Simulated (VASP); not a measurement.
Consider the following.

```
LiF
1.0
    0.00000     2.01667     2.01667
    2.01667     0.00000     2.01667
    2.01667     2.01667     0.00000
Li F
1 1
Direct
  0.00000   0.00000   0.00000
  0.50000   0.50000   0.50000
```

Calculation: PBE GGA with D3 dispersion (Becke-Johnson damping), VASP's PBE PAW potentials (set 64) (plane waves; VASP). Settings: 520 eV cut-off, 11×11×11 Γ-centred mesh, Gaussian smearing of 0.050 eV, potentials Li_sv F.

**Question.** Estimate the energy per atom (σ→0), pressure, band gap (on the k-mesh) with the smallest direct gap where there is one.

**Answer.** 
The band gap (on the k-mesh) is 9.05 eV and the smallest direct gap (on the k-mesh) is 9.05 eV. The energy per atom (σ→0) comes out as -4.997 eV/atom. The pressure is -2.22 GPa.

The absolute energy has meaning only against runs of the same code, potentials and settings.

The compound is LiF in the rock salt structure. This cell is one point of a volume scan, at 1.03 of the reference volume.
